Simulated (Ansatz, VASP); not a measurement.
# PbF2 (Fluorocronite): VASP beside Ansatz, part 2 of 2

Aim: how closely do two programs agree when they are given the same cell, functional and k mesh? The cell is taken from a series of VASP runs on this material, whose earlier steps may have relaxed, scaled or displaced it; both programs get it as it stands.

VASP 6.6.1 and Ansatz 0.2.0.

So far: Starting point; VASP: dielectric response, PBE.

### Step 3. Ansatz: dielectric response, PBE

Level of this step: Ansatz beside VASP: Kohn-Sham DFT, plane waves, PBE (Ansatz).

Ansatz runs on its default PAW (the set named soft_2) files.

The same cell, functional and mesh now go to Ansatz, which takes its cutoff from its data sets.

File input.yaml:

```yaml
crystal:
  lattice:
    - [0.0, 2.996478699, 2.996478699]
    - [2.996478699, 0.0, 2.996478699]
    - [2.996478699, 2.996478699, 0.0]
  atoms:
    - { symbol: Pb, position: [0.0, 0.0, 0.0] }
    - { symbol: F, position: [0.25, 0.25, 0.25] }
    - { symbol: F, position: [0.75, 0.75, 0.75] }
hamiltonian:
  xc: pbe
  pseudopotentials: { kind: paw }
kpoints:
  mp_grid: { grid: [10, 10, 10] }
scf:
  occupations: { method: fixed }
dielectric:
  method: response
```

The run is started by

```bash
ansatz run input.yaml --threads 2 --pin off --max-ram 4608MiB --backend cpu --events-out ev --progress --plain --runs-dir out
```

Numbers of over 12 decimals in the logs are rounded to 6 here.

The program printed:

```text
Engine: ansatz 0.2.0, aarch64-unknown-linux-gnu
Pseudopotentials: kind: paw
Pseudopotential: Pb, paw, valence charge 14, recommended cutoff 420 eV (normal), Pb.paw.azcp
Pseudopotential: F, paw, valence charge 7, recommended cutoff 420 eV (normal), F.paw.azcp
Functional definition: PBE
  parameter kappa = 0.804
  parameter beta = 0.066725
  exchange = pbe_x(kappa = kappa, mu = beta*pi^2/3)
  correlation = pbe_c(beta = beta)
Crystal: 3 atoms, lattice volume = 53.810 Å³
Basis set: ecut = 420 eV, 1067 PW (Γ), exchange–correlation on 60×60×60 points (8 copies of the dense FFT grid, shifted against one another)
Bands: 18, of which v1, the nominal top of the filled ones, is band 14 counted from 1 (13 counted from 0)
Symmetry: 48 space group operations
k-points: 102 of 1000 (irreducible under 8 space group operations, time reversal used)
Non-local potential: Pb, projectors of the file, l = 0: 2, l = 1: 2, l = 2: 2, l = 3: 2
Non-local potential: F, projectors of the file, l = 0: 2, l = 1: 2, l = 2: 1
PAW form: soft (Blöchl's): semilocal exchange-correlation on the pseudo side does not see the compensation charge
PAW one-centre angular grid: Pb, 590 points (default); XC on 64 Gauss nodes
PAW one-centre angular grid: F, 110 points (default); XC on 64 Gauss nodes
Initial density: superposition of atomic densities (neutral atoms: chi_scale 0, normalization atom), corrected by the library's trained network
Initial wavefunctions: pseudopotential atomic-orbital guess
Functional: x = pbe(κ = 0.804, μ = 0.219515), c = pbe(β = 0.066725)
SCF iter   1: F=—  HF=-13524.712441 eV  |F-HF|=—  |Δ(HF+E_count)|=         —  Δρ=4.86e-4  dr2=5.86e-5  ethr=1.77e-3  ⟨swp⟩=4.9  Hψ=7842  notcnv=0  defer=178
preconditioner: auto → none  [insulator: Δε(μ)=4.426 eV  Ē_g=16.985 eV  n_scr=14 (ndim 8)  ℏωp=26.8 eV  f_vac=0.138  ε∞_Penn≈3.5]
SCF iter   2: F=—  HF=-13524.711591 eV  |F-HF|=—  |Δ(HF+E_count)|=   8.51e-4  Δρ=4.65e-4  dr2=5.25e-5  ethr=2.09e-7  ⟨swp⟩=3.1  Hψ=5015  notcnv=0  defer=188
SCF iter   3: F=—  HF=-13524.711614 eV  |F-HF|=—  |Δ(HF+E_count)|=   2.34e-5  Δρ=1.84e-4  dr2=3.75e-6  ethr=1.87e-7  ⟨swp⟩=2.1  Hψ=2484  notcnv=0  defer=174
SCF iter   4: F=—  HF=-13524.711661 eV  |F-HF|=—  |Δ(HF+E_count)|=   4.65e-5  Δρ=7.57e-5  dr2=1.98e-6  ethr=1.34e-8  ⟨swp⟩=2.0  Hψ=3317  notcnv=0  defer=176
SCF iter   5: F=—  HF=-13524.711659 eV  |F-HF|=—  |Δ(HF+E_count)|=   1.59e-6  Δρ=2.78e-5  dr2=2.36e-7  ethr=7.06e-9  ⟨swp⟩=2.2  Hψ=3166  notcnv=0  defer=64
SCF iter   6: F=—  HF=-13524.711659 eV  |F-HF|=—  |Δ(HF+E_count)|=   8.64e-8  Δρ=3.09e-6  dr2=2.05e-9  ethr=8.44e-10  ⟨swp⟩=2.1  Hψ=3132  notcnv=0  defer=64
SCF iter   7: F=-13524.711659 eV  HF=-13524.711659 eV  |F-HF|=9.09e-12  |Δ(HF+E_count)|=   1.71e-9  Δρ=4.07e-7  dr2=3.46e-11  ethr=1.00e-12  ⟨swp⟩=3.5  Hψ=7705  notcnv=0
SCF 1 converged in 7 iterations: F = -13524.711659 eV  dr2 = 3.46e-11
  greatest PAW one-centre occupation: 0.984 electrons in one spin orbital (limit 2), on the Pb atom at site 0 (counted from 0), in its partial waves of l = 2
NSCF: frozen V_eff on 2 k-points
DFPT response loops at Γ: preconditioner auto → none (the input reference at scf.mixing.eps_inf says where Resta's filter doesn't serve); β = 0.50; Broyden in place of MSR1
SCF converged after 7 iterations
Free energy (F): -13524.711659 eV
Harris-Foulkes:  -13524.711659 eV  (|F-HF|=9.09e-12)
Internal energy: -13524.711659 eV  (E = F + TS)
E sigma→0 (E₀):  -13524.711659 eV
Fermi energy:    4.521398 eV
--- Per-component energies (eV) ---
  E_band       = -133.222871
  E_kinetic    = 697.488044
  E_local      = -2289.962388  (includes V_loc(G=0)·N_el)
  E_nonlocal   = 496.881466
  E_hartree    = 879.349474
  E_xc         = -381.460381
  E_vxc        = -337.880008  (∫ρ·V_xc dr)
  E_paw        = -10801.646971  (= ΣΔE_a)
  E_vpaw       = -458.453113  (= ΣTr[D̂ρ^β])
  E_aug_tail   = 0.004122  (compensation charges beyond the density's cutoff)
  E_ewald      = -2125.365025
  E_smearing   = -0.000000  (= −TS)
  E_closure    = 0.000000  (closes the sum)
  Σ components = -13524.711659   (vs F -13524.711659, Δ=0.00e0)
--- Band table (eV; the first three rows and the last of 102) ---
  k-point 0: bands = [... 10 lower, 2.2583, 2.7454, 2.7454, 2.7454, 11.2687, 11.2687, 11.2687, 15.0867]
  k-point 1: bands = [... 10 lower, 2.2407, 2.7297, 2.7297, 2.9991, 10.9071, 11.3457, 11.3457, 15.6863]
  k-point 2: bands = [... 10 lower, 2.1945, 2.6873, 2.6873, 3.5019, 10.2948, 11.5489, 11.5489, 16.8102]
  k-point 101: bands = [... 10 lower, 2.3693, 3.0944, 3.1982, 4.5161, 10.0531, 11.0338, 11.9782, 14.5698]
--- Dielectric response (ions clamped): 1 representative field direction + reference, on 102 of 1000 k-points (Σ response iterations 7) ---
  k mesh reduced under 8 symmetry operations, with k and −k counted as one. Each operation leaves every solved perturbation unchanged. A smaller set is not considered because the run solves the response to a homogeneous field
  ε∞ (high-frequency dielectric tensor):
        3.294870    -0.000000     0.000000
        0.000000     3.294870     0.000000
       -0.000000     0.000000     3.294870
  Born effective charges Z* (e; rows j = field, columns β = displacement):
    site 0:
         3.17163    0.00000    0.00000
         0.00000    3.17163    0.00000
         0.00000    0.00000    3.17163
    site 1:
        -1.58581   -0.00000    0.00000
        -0.00000   -1.58581   -0.00000
        -0.00000   -0.00000   -1.58581
    site 2:
        -1.58581   -0.00000    0.00000
        -0.00000   -1.58581   -0.00000
        -0.00000   -0.00000   -1.58581
  Z* charge neutrality: 4.454e-5 e pre-enforcement
  k-mesh period / interband length: 42.4 Å / 1.24 Å = 34.22 at k = (0.0000, -0.5000, -0.5000), direct gap 4.563 eV — 14 or more, which is no proof of convergence
```

It took 18 s on 2 threads of Arm Neoverse V2, shared host; peak memory 0.57 GiB.

Reading the cycles: dr2 is the Hartree energy of the density residual (eV), the measure of convergence; HF is the Harris–Foulkes estimate of the energy, which meets the free energy F at convergence.

### Step 4. Differences

Known differences besides the potentials themselves: the cutoff is 420 eV in Ansatz and 520 eV in VASP; VASP leaves aspherical gradient terms in its spheres out (LASPH is not set), Ansatz keeps them. Total energies have different zeros and are not compared.

Both answers:

```tsv
quantity	Ansatz	VASP	difference
ε∞ xx	3.29	3.29	+0.29 %
ε∞ yy	3.29	3.29	+0.29 %
ε∞ zz	3.29	3.29	+0.29 %
Born charge of Pb1 (mean of the diagonal) (e)	3.17	3.16	+0.01
Born charge of F2 (mean of the diagonal) (e)	-1.59	-1.58	0.00
```

### Step 5. Ansatz: single point, PBE, volume scaled by 0.94

A single point gives forces, pressure and levels at one fixed geometry, so differences don't come from the geometry; what else differs is listed under the comparison. The cell compared in this pair holds 50.58 Å³, against 53.81 Å³ for the pair before.

The cell is a member of a volume series, scaled by 0.94 from a relaxed one, so a pressure remains.

File input.yaml:

```yaml
crystal:
  lattice:
    - [0.0, 2.9353089086, 2.9353089086]
    - [2.9353089086, 0.0, 2.9353089086]
    - [2.9353089086, 2.9353089086, 0.0]
  atoms:
    - { symbol: Pb, position: [0.0, 0.0, 0.0] }
    - { symbol: F, position: [0.25, 0.25, 0.25] }
    - { symbol: F, position: [0.75, 0.75, 0.75] }
hamiltonian:
  xc: pbe
  pseudopotentials: { kind: paw }
kpoints:
  mp_grid: { grid: [7, 7, 7] }
scf:
  occupations: { method: gaussian, width: 0.05 }
  n_extra_bands: 4
output:
  forces: true
  stress: true
  eigenvalues: true
  write_density: true
  write_potential: true
  elf: true
  volumetric_format: npy
```

The program printed:

```text
[...]
Crystal: 3 atoms, lattice volume = 50.581 Å³
Basis set: ecut = 420 eV, 965 PW (Γ), exchange–correlation on 60×60×60 points (8 copies of the dense FFT grid, shifted against one another)
Bands: 18, of which v1, the nominal top of the filled ones, is band 14 counted from 1 (13 counted from 0)
Symmetry: 48 space group operations
[...]
k-points: 20 of 343
[...]
--- Band table (eV; the first three rows and the last of 20) ---
  k-point 0: bands = [... 10 lower, 2.8107, 3.3107, 3.3107, 3.3107, 12.2869, 12.2869, 12.2869, 16.2029]
  k-point 1: bands = [... 10 lower, 2.7664, 3.2795, 3.2795, 3.8751, 11.6213, 12.4616, 12.4616, 17.3525]
  k-point 2: bands = [... 10 lower, 2.6690, 3.2098, 3.2098, 4.7620, 10.8489, 12.8630, 12.8630, 18.6716]
  k-point 19: bands = [... 10 lower, 2.8169, 3.6495, 3.7737, 5.4750, 11.3146, 11.8075, 13.1839, 15.6607]
[key lines of the parts left out:]
SCF converged after 6 iterations
Free energy (F): -13524.660241 eV
Fermi energy:    7.702116 eV
P = ⅓ Tr σ = 5.1230 GPa (51.230 kbar)
```

Wall time 1.2 s (2 threads); peak memory 0.3 GiB; 1.6 s of CPU time.

The run ends at a pressure of 5.12 GPa.

### Step 6. VASP: single point, PBE, volume scaled by 0.94

The same cell, functional, mesh and smearing now go to VASP, with its own data sets and cutoff.

File INCAR:

```
SYSTEM = PbF2
PREC = Accurate
ENCUT = 520
EDIFF = 1E-06
NELM = 100
ISMEAR = 0
SIGMA = 0.05
LREAL = .FALSE.
ALGO = Normal
GGA = PE
NBANDS = 20
LORBIT = 11
LWAVE = .FALSE.
LCHARG = .FALSE.
KPAR = 2
ISIF = 2
```

File POSCAR:

```
PbF2
1.0
    0.0000000000      2.9353089086      2.9353089086
    2.9353089086      0.0000000000      2.9353089086
    2.9353089086      2.9353089086      0.0000000000
Pb F
1 2
Direct
    0.0000000000      0.0000000000      0.0000000000
    0.2500000000      0.2500000000      0.2500000000
    0.7500000000      0.7500000000      0.7500000000
```

File KPOINTS:

```
Automatic mesh
0
Gamma
7 7 7
0 0 0
```

Potentials, in the order of the species: Pb_d and F (PBE family, release 64).

The run is started by

```bash
mpirun -np 2 vasp_std
```

The program printed:

```text
[... set-up lines as in an earlier step ...]
 entering main loop
       N       E                     dE             d eps       ncg     rms          rms(c)
DAV:   1     0.300343520109E+03    0.30034E+03   -0.15173E+04   808   0.161E+03
DAV:   2     0.102504781783E+02   -0.29009E+03   -0.27237E+03   852   0.439E+02
DAV:   3    -0.154148563116E+02   -0.25665E+02   -0.25392E+02   916   0.143E+02
DAV:   4    -0.161510904888E+02   -0.73623E+00   -0.73566E+00   920   0.255E+01
[...]
DAV:  11    -0.142972687575E+02   -0.12469E-04   -0.87661E-05   916   0.812E-02    0.867E-03
DAV:  12    -0.142972765502E+02   -0.77927E-05   -0.13397E-05   816   0.262E-02    0.284E-03
DAV:  13    -0.142972765195E+02    0.30662E-07   -0.11364E-06   800   0.957E-03
   1 F= -.14297277E+02 E0= -.14297277E+02  d E =-.470628E-15
```

OUTCAR, selected parts (step 6):

```text
  Total        1.5519542      1.5519542      1.5519542      0.0000000     -0.0000000      0.0000000
  in kB       49.1584339     49.1584339     49.1584339      0.0000000     -0.0000000      0.0000000
  external PRESSURE =      49.1584339 kB  Pullay stress =       0.0000000 kB

 POSITION                                       TOTAL-FORCE (eV/Angst)
 -----------------------------------------------------------------------------------
      0.00000      0.00000      0.00000         0.000000      0.000000      0.000000
      1.46765      1.46765      1.46765        -0.000000      0.000000      0.000000
      4.40296      4.40296      4.40296         0.000000     -0.000000     -0.000000
 -----------------------------------------------------------------------------------
    total drift:                                0.000000     -0.000000      0.000000

  FREE ENERGIE OF THE ION-ELECTRON SYSTEM (eV)
  ---------------------------------------------------
  free  energy   TOTEN  =       -14.2972765195 eV

  energy  without entropy=      -14.2972765195  energy(sigma->0) =      -14.29727652

[... 3 further parts left out ...]
[key lines of the parts left out:]
E-fermi :   2.5123
```

The run ends at a pressure of 4.92 GPa.

### Step 7. Comparison

Both answers:

```tsv
quantity	Ansatz	VASP	difference
pressure (GPa)	5.12	4.92	+0.21
pressure without Ansatz's Pulay correction (GPa)	4.66	4.92	-0.26
gap on the k mesh (eV)	4.454	4.450	+0.003
```

A gap on the mesh is an upper bound, since the band edges may lie between its points; neither run holds spin-orbit coupling, which can move the band edges of a compound of Pb. Ansatz's pressure holds a Pulay correction of 0.47 GPa; VASP's holds none.

### Step 8. Other set-ups

Further runs change the set-up of one program: Ansatz's method, potentials or start, or VASP's data sets, cutoff or form of LDA. The table gives Ansatz less VASP for each quantity, since a change that brings one quantity closer may part another.

```tsv
run	pressure (GPa)	gap on the k mesh (eV)
as above	0.21	0.0033
Ansatz's all-electron LAPW method	0.21	-0.0026
```

### Step 9. VASP: single point, PBE, volume scaled by 1.04

A single point gives forces, pressure and levels at one fixed geometry, so differences don't come from the geometry; what else differs is listed under the comparison. The cell compared in this pair holds 55.96 Å³, against 50.58 Å³ for the pair before.

INCAR is that of step 6.

File POSCAR:

```
PbF2
1.0
    0.0000000000      3.0359105722      3.0359105722
    3.0359105722      0.0000000000      3.0359105722
    3.0359105722      3.0359105722      0.0000000000
Pb F
1 2
Direct
    0.0000000000      0.0000000000      0.0000000000
    0.2500000000      0.2500000000      0.2500000000
    0.7500000000      0.7500000000      0.7500000000
```

KPOINTS is that of step 6.

The run is started by

```bash
mpirun -np 2 vasp_std
```

The program printed:

```text
[... set-up lines as in an earlier step ...]
 entering main loop
       N       E                     dE             d eps       ncg     rms          rms(c)
DAV:   1     0.299094097676E+03    0.29909E+03   -0.14684E+04   804   0.156E+03
DAV:   2     0.104647120384E+02   -0.28863E+03   -0.27285E+03   856   0.433E+02
DAV:   3    -0.156078466440E+02   -0.26073E+02   -0.25767E+02   948   0.140E+02
DAV:   4    -0.164025093094E+02   -0.79466E+00   -0.79413E+00   912   0.262E+01
[...]
DAV:  12    -0.143383945267E+02   -0.94587E-05   -0.10687E-04   924   0.103E-01    0.132E-02
DAV:  13    -0.143383924002E+02    0.21265E-05   -0.34422E-05   928   0.562E-02    0.509E-03
DAV:  14    -0.143383921879E+02    0.21235E-06   -0.25077E-06   776   0.109E-02
   1 F= -.14338392E+02 E0= -.14338392E+02  d E =-.836456E-20
```

OUTCAR, selected parts (step 9):

```text
  Total       -0.8260079     -0.8260079     -0.8260079      0.0000000     -0.0000000      0.0000000
  in kB      -23.6481890    -23.6481890    -23.6481890      0.0000000     -0.0000000      0.0000000
  external PRESSURE =     -23.6481890 kB  Pullay stress =       0.0000000 kB

 POSITION                                       TOTAL-FORCE (eV/Angst)
 -----------------------------------------------------------------------------------
      0.00000      0.00000      0.00000        -0.000000     -0.000000      0.000000
      1.51796      1.51796      1.51796         0.000000      0.000000     -0.000000
      4.55387      4.55387      4.55387        -0.000000     -0.000000      0.000000
 -----------------------------------------------------------------------------------
    total drift:                                0.000000     -0.000000      0.000000

  FREE ENERGIE OF THE ION-ELECTRON SYSTEM (eV)
  ---------------------------------------------------
  free  energy   TOTEN  =       -14.3383921879 eV

  energy  without entropy=      -14.3383921879  energy(sigma->0) =      -14.33839219

[... 1 part as in an earlier step ...]

[... 2 further parts left out ...]
[key lines of the parts left out:]
E-fermi :   1.3586
```

The run ends at a pressure of -2.36 GPa.

### Step 10. Ansatz: single point, PBE, volume scaled by 1.04

The same cell, functional, mesh and smearing now go to Ansatz, which takes its cutoff from its data sets.

The cell is a member of a volume series, scaled by 1.04 from a relaxed one, so a pressure remains.

Edit input.yaml of step 5 so:

```diff
@@ -2,5 +2,5 @@
   lattice:
-    - [0.0, 2.9353089086, 2.9353089086]
-    - [2.9353089086, 0.0, 2.9353089086]
-    - [2.9353089086, 2.9353089086, 0.0]
+    - [0.0, 3.0359105722, 3.0359105722]
+    - [3.0359105722, 0.0, 3.0359105722]
+    - [3.0359105722, 3.0359105722, 0.0]
   atoms:
```

The run is started by

```bash
ansatz run input.yaml --threads 2 --pin off --max-ram 4608MiB --backend cpu --events-out ev --progress --plain --runs-dir out
```

The program printed:

```text
[...]
Crystal: 3 atoms, lattice volume = 55.962 Å³
Basis set: ecut = 420 eV, 1067 PW (Γ), exchange–correlation on 60×60×60 points (8 copies of the dense FFT grid, shifted against one another)
Bands: 18, of which v1, the nominal top of the filled ones, is band 14 counted from 1 (13 counted from 0)
Symmetry: 48 space group operations
[...]
k-points: 20 of 343
[...]
--- Band table (eV; the first three rows and the last of 20) ---
  k-point 0: bands = [... 10 lower, 1.9330, 2.4083, 2.4083, 2.4083, 10.6475, 10.6475, 10.6475, 14.4083]
  k-point 1: bands = [... 10 lower, 1.9021, 2.3762, 2.3762, 2.8069, 10.0415, 10.7865, 10.7865, 15.4464]
  k-point 2: bands = [... 10 lower, 1.8354, 2.3050, 2.3050, 3.4677, 9.3187, 11.1023, 11.1023, 16.7278]
  k-point 19: bands = [... 10 lower, 1.9704, 2.7030, 2.7960, 3.9597, 9.6542, 10.1238, 11.3963, 14.1528]
[key lines of the parts left out:]
SCF converged after 6 iterations
Free energy (F): -13524.698176 eV
Fermi energy:    6.191975 eV
P = ⅓ Tr σ = -2.1619 GPa (-21.619 kbar)
```

Run time: 1.1 s. Hardware: 2 threads; peak memory 0.3 GiB.

The run ends at a pressure of -2.16 GPa.

### Step 11. Side by side

The two programs side by side:

```tsv
quantity	Ansatz	VASP	difference
pressure (GPa)	-2.16	-2.36	+0.20
pressure without Ansatz's Pulay correction (GPa)	-2.61	-2.36	-0.24
gap on the k mesh (eV)	4.462	4.456	+0.006
```

A gap on the mesh is an upper bound, since the band edges may lie between its points; neither run holds spin-orbit coupling, which can move the band edges of a compound of Pb. Ansatz's pressure holds a Pulay correction of 0.44 GPa; VASP's holds none.

### Step 12. Further runs

Further runs change the set-up of one program: Ansatz's method, potentials or start, or VASP's data sets, cutoff or form of LDA. The table gives Ansatz less VASP for each quantity, since a change that brings one quantity closer may part another.

```tsv
run	pressure (GPa)	gap on the k mesh (eV)
as above	0.20	0.0057
Ansatz's all-electron LAPW method	0.21	4.2e-4
```

### Step 13. Outcome

```
difference in ε∞ xx (dielectric response, PBE)                             : 0.29 %
difference in gap on the k mesh (single point, PBE, volume scaled by 0.94) : 0.0033 eV
difference in gap on the k mesh (single point, PBE, volume scaled by 1.04) : 0.0057 eV
```

The difference in gap on the k mesh is 0.0057 eV (single point, PBE, volume scaled by 1.04), within the 0.08 eV picked in this series as the mark of a large difference. Single point, PBE, volume scaled by 0.94, Ansatz's all-electron LAPW method: the difference in gap on the k mesh goes from 0.0033 to -0.0026 eV. Single point, PBE, volume scaled by 1.04, Ansatz's all-electron LAPW method: the difference in gap on the k mesh goes from 0.0057 to 4.2e-4 eV. 2 further runs of this series are not shown here. Such differences can come from data sets, numerical settings and the points named under the comparisons, not from the functional's error against experiment.

[Lines on the potential files, build, host, timing and source positions are cut from VASP's logs without a mark.]

[Logs are printed without paths, hosts, clocks, repeated set-up lines and the standing remarks that a program may print on its own settings, such as how far it seeks lower states.]

[Hosts, paths, dates, database ids (printed as entryN), source tags and the programs' standing remarks are cut or masked in the printed files.]
